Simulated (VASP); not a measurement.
**Which face does Fe expose?**

Which face of Fe is cheapest, and which holds its electrons hardest?

Method: PBE, spin-polarised from a ferromagnetic start (one magnetic atom a cell); plane waves and PAW (Fe), in the first sound run; inputs show where later runs differ, in VASP 6.6.1.

This is a report of a sequence of runs, with most program output left out.

## 1. Set-up

Symmetry: Im-3m, No. 229, cubic system. The conventional cell has a = 2.870 Å, b = 2.870 Å, c = 2.870 Å, α = 90.00°, β = 90.00°, γ = 90.00°. Fe has 8 Fe at 2.49 Å nearest.

## 2. The bulk reference, job relaxation, k-mesh 19×19×19

The bulk crystal is relaxed first, so that the slabs are cut at this functional's lattice.

File INCAR:

```
SYSTEM = Fe
PREC = Accurate
ENCUT = 420
EDIFF = 1E-06
NELM = 120
ISMEAR = 1
SIGMA = 0.15
LREAL = .FALSE.
ALGO = Normal
GGA = PE
NBANDS = 12
ISPIN = 2
MAGMOM = 3
LASPH = .TRUE.
LMAXMIX = 4
LORBIT = 11
LWAVE = .FALSE.
LCHARG = .FALSE.
KPAR = 4
IBRION = 2
NSW = 30
ISIF = 3
EDIFFG = -0.01
POTIM = 0.4
```

File POSCAR:

```
Fe
1.0
   -1.4350000000      1.4350000000      1.4350000000
    1.4350000000     -1.4350000000      1.4350000000
    1.4350000000      1.4350000000     -1.4350000000
Fe
1
Direct
    0.0000000000      0.0000000000      0.0000000000
```

File KPOINTS:

```
Automatic mesh
0
Gamma
19 19 19
0 0 0
```

Potentials, in the order of the species: Fe (PBE family, release 64).

Command:

```sh
$ mpirun -np 4 vasp_std
```

Elapsed: 73 s, on 4 MPI ranks of AMD EPYC 7R43, shared host; peak memory 0.45 GiB.

The cell holds one magnetic atom, so no antiferromagnetic order fits into it. The run keeps the 48 symmetry operations of its start, so it cannot find a distortion of lower symmetry.

Step by step:

| step | energy less that of the first step (eV) | largest force (eV/Å) | pressure (GPa) | volume (Å³) |
| --- | --- | --- | --- | --- |
| 1 | 0.0000 | 0.0000 | -8.15 | 11.82 |
| 2 | -0.0059 | 0.0000 | 6.20 | 11.02 |
| 3 | -0.0122 | 0.0000 | -0.11 | 11.35 |

| conventional cell, symmetrised | before | after | change |
| --- | --- | --- | --- |
| a (Å) | 2.870 | 2.831 | -1.3 % |
| b (Å) | 2.870 | 2.831 | -1.3 % |
| c (Å) | 2.870 | 2.831 | -1.3 % |
| volume (Å³/atom) | 11.82 | 11.35 | -4.0 % |

The relaxed structure:

```xyz
1
Lattice="-1.4157 1.4157 1.4157 1.4157 -1.4157 1.4157 1.4157 1.4157 -1.4157" Properties=species:S:1:pos:R:3 pbc="T T T"
Fe    0.0000    0.0000    0.0000
```

Numbers from this step:

```
electronic cycles                                 : 29
electrons                                         : 8
free energy (TOTEN)                               : -8.243 eV
energy at zero smearing                           : -8.243 eV
Fermi energy                                      : 5.836 eV
moment of the cell, from the last line of the log : 2.206 μB
metallic                                          : yes
```

Spin moment in the PAW sphere by atom:

| atom | spin moment in the PAW sphere (μB) |
| --- | --- |
| Fe1 | 2.20 |

The run ended after 3 ionic steps, 0.012 eV below its first step, once forces and stress met EDIFFG = -0.01.

Energy at zero smearing: -8.24315 eV.

## 3. The bulk reference, job self-consistent run, k-mesh 23×23×23

File INCAR:

```
SYSTEM = Fe
PREC = Normal
ENCUT = 320
EDIFF = 1E-06
NELM = 120
ISMEAR = 1
SIGMA = 0.15
LREAL = .FALSE.
ALGO = Fast
GGA = PE
NBANDS = 12
ISPIN = 2
MAGMOM = 3
LASPH = .TRUE.
LMAXMIX = 4
LORBIT = 11
LWAVE = .FALSE.
LCHARG = .FALSE.
KPAR = 4
```

File POSCAR:

```
Fe
1.0
   -1.4156741083      1.4156741083      1.4156741083
    1.4156741083     -1.4156741083      1.4156741083
    1.4156741083      1.4156741083     -1.4156741083
Fe
1
Direct
    0.0000000000      0.0000000000      0.0000000000
```

File KPOINTS:

```
Automatic mesh
0
Gamma
23 23 23
0 0 0
```

Command:

```sh
$ mpirun -np 4 vasp_std
```

The job ended after 23 s (4 MPI ranks; peak memory 0.43 GiB).

This step gave:

| Property | Result |
| --- | --- |
| electronic cycles | 14 |
| free energy (TOTEN) | -8.252 eV |
| energy at zero smearing | -8.252 eV |
| Fermi energy | 5.844 eV |
| moment of the cell, from the last line of the log | 2.188 μB |

Energy at zero smearing: -8.25174 eV.

The run ends at a pressure of -0.40 GPa.

## 4. Relaxing the slab, 7 atoms, face Fe(110)

This step: PBE, spin-polarised from a ferromagnetic start; plane waves and PAW (Fe) (VASP 6.6.1).

System of this step: Fe(110). The cell holds 7 atoms: 7 Fe. Cell: a = 2.831 Å, b = 2.452 Å, c = 27.012 Å, α = 90.0°, β = 90.0°, γ = 54.7°. It derives from Fe. 7 layers of bcc Fe, cut at this functional's lattice. Vacuum lies along c.

All atoms relax at the fixed cell.

File INCAR:

```
SYSTEM = Fe
PREC = Normal
ENCUT = 320
EDIFF = 1E-05
NELM = 120
ISMEAR = 1
SIGMA = 0.15
LREAL = .FALSE.
ALGO = Fast
GGA = PE
NBANDS = 51
ISPIN = 2
MAGMOM = 3 3 3 3 3 3 3
LASPH = .TRUE.
LMAXMIX = 4
LORBIT = 11
LWAVE = .FALSE.
LCHARG = .FALSE.
KPAR = 4
IBRION = 2
NSW = 40
ISIF = 2
EDIFFG = -0.03
POTIM = 0.4
MAXMIX = 40
```

File POSCAR:

```
Fe
1.0
    2.8313482166      0.0000000000      0.0000000000
    1.4156741083      2.0020655239      0.0000000000
    0.0000000000      0.0000000000     27.0123931431
Fe
7
Direct
    0.0000000000      0.0000000000      0.2776503300
    0.5000000000      0.0000000000      0.3517668900
    0.0000000000      0.0000000000      0.4258834400
    0.5000000000      0.0000000000      0.5000000000
    0.0000000000      0.0000000000      0.5741165600
    0.5000000000      0.0000000000      0.6482331100
    0.0000000000      0.0000000000      0.7223496700
```

File KPOINTS:

```
Automatic mesh
0
Gamma
15 15 1
0 0 0
```

Command:

```sh
$ mpirun -np 4 vasp_std
```

Run time: 7.8 min. Hardware: 4 MPI ranks; peak memory 1.4 GiB; 31 min of CPU time.

The magnetic state follows from one typed start and may not be the lowest. The run keeps the 8 symmetry operations of its start, so it cannot find a distortion of lower symmetry.

Relaxation path:

| step | energy less that of the first step (eV) | largest force (eV/Å) |
| --- | --- | --- |
| 1 | 0.0000 | 0.1011 |
| 2 | -0.0008 | 0.0430 |
| 3 | -0.0009 | 0.0143 |

The relaxed structure:

```xyz
7
Lattice="2.8313 0.0000 0.0000 1.4157 2.0021 0.0000 0.0000 0.0000 27.0124" Properties=species:S:1:pos:R:3
Fe    0.0000    0.0000    7.5008
Fe    1.4157    0.0000    9.4980
Fe    0.0000    0.0000   11.5102
Fe    1.4157    0.0000   13.5062
Fe    0.0000    0.0000   15.5022
Fe    1.4157    0.0000   17.5144
Fe    0.0000    0.0000   19.5116
```

Numbers from this step:

```yaml
electronic_cycles: 48
electrons: 56
free_energy_toten: -56.0239 eV
energy_at_zero_smearing: -56.0230 eV
fermi_energy: 0.8474 eV
moment_of_the_cell_from_the_last_line_of_the_log: 16.26 μB
```

Spin moment in the PAW sphere by atom:

| atom | spin moment in the PAW sphere (μB) |
| --- | --- |
| Fe1 | 2.55 |
| Fe2 | 2.27 |
| Fe3 | 2.18 |
| Fe4 | 2.15 |
| Fe5 | 2.18 |
| Fe6 | 2.27 |
| Fe7 | 2.55 |

The run ended after 3 ionic steps, 0.001 eV below its first step, once the forces on the free atoms met EDIFFG = -0.03.

## 5. Vacuum level and density of states, 7 atoms, face Fe(110)

A static run writes the electrostatic potential without exchange and correlation (LVHAR), which is flat in the vacuum and gives the level to count from. The dipole correction cancels the field that unlike faces would set up across the vacuum.

File INCAR:

```
SYSTEM = Fe
PREC = Normal
ENCUT = 320
EDIFF = 1E-06
NELM = 120
ISMEAR = 1
SIGMA = 0.15
LREAL = .FALSE.
ALGO = Fast
GGA = PE
NBANDS = 51
ISPIN = 2
MAGMOM = 3 3 3 3 3 3 3
LASPH = .TRUE.
LMAXMIX = 4
LORBIT = 11
LWAVE = .FALSE.
LCHARG = .TRUE.
KPAR = 4
IDIPOL = 3
LDIPOL = .TRUE.
DIPOL = 0.5 0.5 0.5
LVHAR = .TRUE.
LVACPOTAV = .TRUE.
NEDOS = 1500
```

File POSCAR:

```
Fe
1.0
    2.8313482166      0.0000000000      0.0000000000
    1.4156741083      2.0020655239      0.0000000000
    0.0000000000      0.0000000000     27.0123931431
Fe
7
Direct
    0.0000000000      0.0000000000      0.2776807360
    0.5000000000      0.0000000000      0.3516154571
    0.0000000000      0.0000000000      0.4261078628
    0.5000000000      0.0000000000      0.5000000000
    0.0000000000      0.0000000000      0.5738921372
    0.5000000000      0.0000000000      0.6483845429
    0.0000000000      0.0000000000      0.7223192640
```

KPOINTS is that of step 4.

Command:

```sh
$ mpirun -np 4 vasp_std
```

The job ended after 7.1 min (4 MPI ranks; peak memory 1.4 GiB).

Numbers from this step:

* electronic cycles: 40
* Fermi energy: 0.8492 eV
* dipole moment: 0, 0, 0 e·Å
* work functions of the upper and lower face: 4.765, 4.765 eV

The planar average of the electrostatic potential oscillates, so the rows of the table below give means over windows of 2.03 Å about each position, cut where the curve ends. Its maxima inside the range that stand out by 2 % of the span (Å: eV): 8.6: -1.24, 10.5: -0.992, 12.5: -1.06, 14.5: -1.06, 16.5: -0.992, 18.5: -1.24. Its minima: 7.5: -10.1, 9.5: -10.1, 11.5: -10.1, 13.5: -10.1, 15.5: -10.1, 17.6: -10.1, 19.5: -10.1.

Zero at the Fermi level. Planar average of the electrostatic potential against height; means over each step:

| height (Å) | planar average of the electrostatic potential (eV) |
| --- | --- |
| 1.01 | 4.76 |
| 3.04 | 4.76 |
| 5.08 | 4.47 |
| 7.11 | -4.77 |
| 9.14 | -5.87 |
| 11.17 | -5.78 |
| 13.20 | -5.82 |
| 15.23 | -5.81 |
| 17.26 | -5.80 |
| 19.29 | -5.84 |
| 21.32 | 3.41 |
| 23.35 | 4.76 |
| 25.38 | 4.76 |

Density of states in the PAW spheres, an atom over height of the layer and energy from the Fermi level.

Values in states/eV, 22 rows by 7 columns, each cell a mean:
```
0.75 0.50 0.54 0.53 0.54 0.50 0.75
1.06 0.82 0.94 0.94 0.94 0.82 1.06
1.77 1.52 1.36 1.22 1.36 1.52 1.77
2.16 2.48 2.60 2.72 2.60 2.48 2.16
2.86 3.08 2.90 2.96 2.90 3.08 2.86
2.05 1.88 1.96 1.87 1.96 1.88 2.05
1.24 0.79 0.89 0.85 0.89 0.79 1.24
1.67 1.28 1.35 1.42 1.35 1.28 1.67
1.44 1.44 1.60 1.63 1.60 1.44 1.44
1.40 1.58 1.48 1.47 1.48 1.58 1.40
0.80 1.02 1.10 1.02 1.10 1.02 0.80
0.71 0.80 0.68 0.73 0.68 0.80 0.71
0.59 0.91 0.81 0.86 0.81 0.91 0.59
0.31 0.54 0.56 0.53 0.56 0.54 0.31
0.16 0.22 0.24 0.25 0.24 0.22 0.16
0.11 0.14 0.16 0.15 0.16 0.14 0.11
0.09 0.11 0.11 0.11 0.11 0.11 0.09
0.06 0.10 0.09 0.11 0.09 0.10 0.06
0.05 0.09 0.07 0.08 0.07 0.09 0.05
0.03 0.07 0.07 0.06 0.07 0.07 0.03
0.02 0.06 0.05 0.04 0.05 0.06 0.02
0.01 0.03 0.04 0.04 0.04 0.03 0.01
```
Columns: height of the layer (Å) from 7.5 to 19.5; rows upwards: energy from the Fermi level (eV) from -7.9 to 0.5.

Spin density in the ca plane at fractional y = 0.000, with atoms of Fe within 0.2 Å of it.

Ten even steps from '0' (0.0 e/Å³) to '9' (3.5 e/Å³), each cell a mean:
```
00000002661000000026510000000376100000000000
00010000210000100002100001000021000000000000
00352000000003420000000035200000000000000000
01695000000016840000000169400000000000000000
00474000000004730000000147300000000000000000
00121000000001210001000012100010000000000000
00000001431000000014300000000254100000000000
00000003872000000038720000000498200000000000
```
Columns run along c (16.0 Å, from fractional 0.32 to 0.91 of the cell), rows up along a (2.8 Å). Atoms in or near the plane, at fractional coordinates: Fe at (0.35, 0.50), Fe at (0.43, 0.00), Fe at (0.50, 0.50), Fe at (0.57, 0.00), Fe at (0.65, 0.50), Fe at (0.72, 0.00).

Valence density in the ca plane at fractional y = 0.000, with atoms of Fe within 0.2 Å of it. It is the smooth field of the valence electrons, not physical close to the nuclei.

Ten even steps from '0' (0.0 e/Å³) to '9' (7.4 e/Å³), each cell a mean:
```
00000003762000000037620000000376100000000000
00010001220000100012100001000121000000000000
01353000000013520000000135200000000000000000
01695100000016951000000169510000000000000000
01574100000015741000000157410000000000000000
00121000110001210001000012100010000000000000
00000002441000000024410000000244100000000000
00000003983000000049820000000498200000000000
```
Columns run along c (16.0 Å, from fractional 0.32 to 0.91 of the cell), rows up along a (2.8 Å). Atoms in or near the plane, at fractional coordinates: Fe at (0.35, 0.50), Fe at (0.43, 0.00), Fe at (0.50, 0.50), Fe at (0.57, 0.00), Fe at (0.65, 0.50), Fe at (0.72, 0.00).

The map of layer states is cut here 0.5 eV above the Fermi level, so it leaves out the states above that.

The program warns that it found no field-free vacuum at its default tolerance, so these levels carry more doubt.

On this mesh the fine structure of the density of states is sampling noise, and high empty states may be cut by the number of bands.

## 6. Surface relaxation, 9 atoms, face Fe(100)

System of this step: Fe(100). The cell holds 9 atoms: 9 Fe. Its edges and angles: a = 2.831 Å, b = 2.831 Å, c = 26.325 Å, α = 90.0°, β = 90.0°, γ = 90.0°. It derives from Fe. 9 layers of bcc Fe, cut at this functional's lattice. Vacuum lies along c.

File INCAR:

```
SYSTEM = Fe
PREC = Normal
ENCUT = 320
EDIFF = 1E-05
NELM = 120
ISMEAR = 1
SIGMA = 0.15
LREAL = .FALSE.
ALGO = Fast
GGA = PE
NBANDS = 65
ISPIN = 2
MAGMOM = 3 3 3 3 3 3 3 3 3
LASPH = .TRUE.
LMAXMIX = 4
LORBIT = 11
LWAVE = .FALSE.
LCHARG = .FALSE.
KPAR = 4
IBRION = 2
NSW = 40
ISIF = 2
EDIFFG = -0.03
POTIM = 0.4
MAXMIX = 40
```

File POSCAR:

```
Fe
1.0
    2.8313482166      0.0000000000      0.0000000000
    0.0000000000      2.8313482166      0.0000000000
    0.0000000000      0.0000000000     26.3253928664
Fe
9
Direct
    0.0000000000      0.0000000000      0.2848960300
    0.5000000000      0.5000000000      0.3386720200
    0.0000000000      0.0000000000      0.3924480200
    0.5000000000      0.5000000000      0.4462240100
    0.0000000000      0.0000000000      0.5000000000
    0.5000000000      0.5000000000      0.5537759900
    0.0000000000      0.0000000000      0.6075519800
    0.5000000000      0.5000000000      0.6613279800
    0.0000000000      0.0000000000      0.7151039700
```

File KPOINTS:

```
Automatic mesh
0
Gamma
11 11 1
0 0 0
```

Command:

```sh
$ mpirun -np 4 vasp_std
```

The job ended after 6.9 min (4 MPI ranks; peak memory 1 GiB; 27 min of CPU time).

The run keeps the 16 symmetry operations of its start, so it cannot find a distortion of lower symmetry.

The steps of the relaxation:

| step | energy less that of the first step (eV) | largest force (eV/Å) |
| --- | --- | --- |
| 1 | 0.0000 | 0.3789 |
| 2 | -0.0112 | 0.1761 |
| 3 | -0.0139 | 0.0329 |
| 4 | -0.0139 | 0.0324 |
| 5 | -0.0141 | 0.0179 |

The atoms that moved most (Å):

| atom | dx | dy | dz | length |
| --- | --- | --- | --- | --- |
| Fe2 | 0.000 | 0.000 | -0.027 | 0.027 |
| Fe8 | 0.000 | 0.000 | 0.027 | 0.027 |
| Fe7 | 0.000 | 0.000 | -0.011 | 0.011 |
| Fe3 | 0.000 | 0.000 | 0.011 | 0.011 |
| Fe9 | 0.000 | 0.000 | -0.008 | 0.008 |
| Fe1 | 0.000 | 0.000 | 0.008 | 0.008 |
| Fe4 | 0.000 | 0.000 | 0.007 | 0.007 |
| Fe6 | 0.000 | 0.000 | -0.007 | 0.007 |

The relaxed structure:

```xyz
9
Lattice="2.8313 0.0000 0.0000 0.0000 2.8313 0.0000 0.0000 0.0000 26.3254" Properties=species:S:1:pos:R:3
Fe    0.0000    0.0000    7.5082
Fe    1.4157    1.4157    8.8892
Fe    0.0000    0.0000   10.3427
Fe    1.4157    1.4157   11.7540
Fe    0.0000    0.0000   13.1627
Fe    1.4157    1.4157   14.5714
Fe    0.0000    0.0000   15.9827
Fe    1.4157    1.4157   17.4362
Fe    0.0000    0.0000   18.8172
```

Numbers from this step:

```
electronic cycles                                 : 69
electrons                                         : 72
free energy (TOTEN)                               : -71.7194 eV
energy at zero smearing                           : -71.7166 eV
Fermi energy                                      : 0.9732 eV
moment of the cell, from the last line of the log : 21.98 μB
```

Spin moment in the PAW sphere by atom:

| atom | spin moment in the PAW sphere (μB) |
| --- | --- |
| Fe1 | 2.94 |
| Fe2 | 2.30 |
| Fe3 | 2.37 |
| Fe4 | 2.16 |
| Fe5 | 2.18 |
| Fe6 | 2.16 |
| Fe7 | 2.37 |
| Fe8 | 2.30 |
| Fe9 | 2.94 |

The run ended after 5 ionic steps, 0.014 eV below its first step, once the forces on the free atoms met EDIFFG = -0.03.

## 7. Vacuum level and density of states, 9 atoms, face Fe(100)

File INCAR:

```
SYSTEM = Fe
PREC = Normal
ENCUT = 320
EDIFF = 1E-06
NELM = 120
ISMEAR = 1
SIGMA = 0.15
LREAL = .FALSE.
ALGO = Fast
GGA = PE
NBANDS = 65
ISPIN = 2
MAGMOM = 3 3 3 3 3 3 3 3 3
LASPH = .TRUE.
LMAXMIX = 4
LORBIT = 11
LWAVE = .FALSE.
LCHARG = .TRUE.
KPAR = 4
IDIPOL = 3
LDIPOL = .TRUE.
DIPOL = 0.5 0.5 0.5
LVHAR = .TRUE.
LVACPOTAV = .TRUE.
NEDOS = 1500
```

File POSCAR:

```
Fe
1.0
    2.8313482166      0.0000000000      0.0000000000
    0.0000000000      2.8313482166      0.0000000000
    0.0000000000      0.0000000000     26.3253928664
Fe
9
Direct
    0.0000000000      0.0000000000      0.2852066050
    0.5000000000      0.5000000000      0.3376652591
    0.0000000000      0.0000000000      0.3928792805
    0.5000000000      0.5000000000      0.4464899548
    0.0000000000      0.0000000000      0.5000000000
    0.5000000000      0.5000000000      0.5535100452
    0.0000000000      0.0000000000      0.6071207195
    0.5000000000      0.5000000000      0.6623347409
    0.0000000000      0.0000000000      0.7147933950
```

KPOINTS is that of step 6.

Command:

```sh
$ mpirun -np 4 vasp_std
```

It took 4.9 min on 4 MPI ranks; peak memory 1.1 GiB; 19 min of CPU time.

This step gave:

```yaml
electronic_cycles: 45
fermi_energy: 0.9725 eV
vacuum_levels: 4.85, 4.85 eV
work_functions_of_the_upper_and_lower_face: 3.877, 3.877 eV
```

The planar average of the electrostatic potential oscillates, so the rows of the table below give means over windows of 1.43 Å about each position, cut where the curve ends. Its maxima inside the range that stand out by 2 % of the span (Å: eV): 8.2: -5.69, 9.7: -4.85, 11.1: -5.22, 12.4: -5.23, 13.9: -5.23, 15.2: -5.22, 16.7: -4.85, 18.1: -5.69. Its minima: 7.6: -6.82, 8.9: -6.72, 10.3: -6.61, 11.7: -6.59, 13.2: -6.65, 14.6: -6.59, 16.0: -6.61, 17.4: -6.72, 18.8: -6.82.

Zero at the Fermi level. Planar average of the electrostatic potential against height; means over each step:

height (Å), planar average of the electrostatic potential (eV) and a bar from the least value:
```
     0.71       3.89 ##############################
     2.15       3.88 ##############################
     3.58       3.88 ##############################
     5.01       3.75 ##############################
     6.44       0.47 ####################
     7.87      -6.10 
     9.30      -5.73 #
    10.73      -5.85 #
    12.16      -5.84 #
    13.59      -5.86 #
    15.02      -5.85 #
    16.45      -5.67 #
    17.88      -6.15 
    19.31      -3.31 ########
    20.74       3.36 ############################
    22.17       3.87 ##############################
    23.60       3.88 ##############################
    25.03       3.89 ##############################
```

Density of states in the PAW spheres, an atom over height of the layer and energy from the Fermi level.

Ten even steps from '_' (0.01 states/eV) to '@' (3.20 states/eV), each cell a mean:
```
==..............==
==::::------::::==
::==--==--==--==::
--####%%@@%%####--
++@@@@@@%%@@@@@@++
####++++**++++####
==::--::::::--::==
**--====--====--**
##--====++====--##
==--==========--==
==--------------==
--::::::::::::::--
::::::::::::::::::
__..............__
__________________
__________________
__________________
__________________
__________________
__________________
__________________
__________________
```
Columns: height of the layer (Å) from 7.5 to 18.8; rows upwards: energy from the Fermi level (eV) from -7.9 to 0.5.

Spin density in the ca plane at fractional y = 0.000, with atoms of Fe within 0.2 Å of it.

Values in e/Å³, 5 rows by 16 columns, each cell a mean:
```
0.7 0.0 1.6 0.3 0.1 1.6 0.1 0.3 1.6 0.0 0.7 1.6 0.1 0.0 0.0 0.0
0.0 0.0 0.1 0.0 0.0 0.1 0.0 0.0 0.1 0.0 0.0 0.1 0.0 0.0 0.0 0.0
0.0 0.0 0.0 0.0 0.0 0.0 0.0 0.0 0.0 0.0 0.0 0.0 0.0 0.0 0.0 0.0
0.1 0.0 0.4 0.0 0.0 0.4 0.0 0.0 0.4 0.0 0.1 0.4 0.0 0.0 0.0 0.0
1.0 0.1 2.3 0.5 0.2 2.2 0.2 0.5 2.3 0.1 1.0 2.2 0.1 0.0 0.0 0.0
```
Columns run along c (16.0 Å, from fractional 0.30 to 0.90 of the cell), rows up along a (2.8 Å). Atoms in or near the plane, at fractional coordinates: Fe at (0.39, 0.00), Fe at (0.50, 0.00), Fe at (0.61, 0.00), Fe at (0.71, 0.00).

Valence density in the ca plane at fractional y = 0.000, with atoms of Fe within 0.2 Å of it. It is the smooth field of the valence electrons, not physical close to the nuclei.

Values in e/Å³, 5 rows by 16 columns, each cell a mean:
```
1.4 0.3 3.4 0.9 0.5 3.6 0.5 0.9 3.4 0.3 1.4 2.9 0.1 0.0 0.0 0.0
0.3 0.3 0.4 0.3 0.3 0.4 0.3 0.3 0.4 0.3 0.3 0.3 0.1 0.0 0.0 0.0
0.3 0.2 0.3 0.3 0.3 0.3 0.3 0.3 0.3 0.2 0.3 0.2 0.0 0.0 0.0 0.0
0.5 0.3 0.9 0.4 0.3 0.9 0.3 0.4 0.9 0.3 0.5 0.7 0.1 0.0 0.0 0.0
2.0 0.4 4.9 1.2 0.6 5.2 0.6 1.2 4.9 0.4 2.0 4.2 0.1 0.0 0.0 0.0
```
Columns run along c (16.0 Å, from fractional 0.30 to 0.90 of the cell), rows up along a (2.8 Å). Atoms in or near the plane, at fractional coordinates: Fe at (0.39, 0.00), Fe at (0.50, 0.00), Fe at (0.61, 0.00), Fe at (0.71, 0.00).

The map of layer states is cut here 0.5 eV above the Fermi level, so it leaves out the states above that.

The vacuum level lies 3.88 eV above the Fermi level at the upper face; both faces agree, as the slab has next to no dipole.

The program found no field-free point at its default tolerance, but its printed level agrees with the flat part of the planar average.

On this mesh the fine structure of the density of states is sampling noise, and high empty states may be cut by the number of bands.

(Continued in part 2 of 2.)

[Lines on the potential files, build, host, timing and source positions are cut from VASP's logs without a mark.]

[Logs are printed without paths, hosts, clocks, repeated set-up lines and the standing remarks that a program may print on its own settings, such as how far it seeks lower states.]

[Hosts, paths, dates, database ids (printed as entryN), source tags and the programs' standing remarks are cut or masked in the printed files.]

[Runs that stopped without an error message from VASP are left out.]
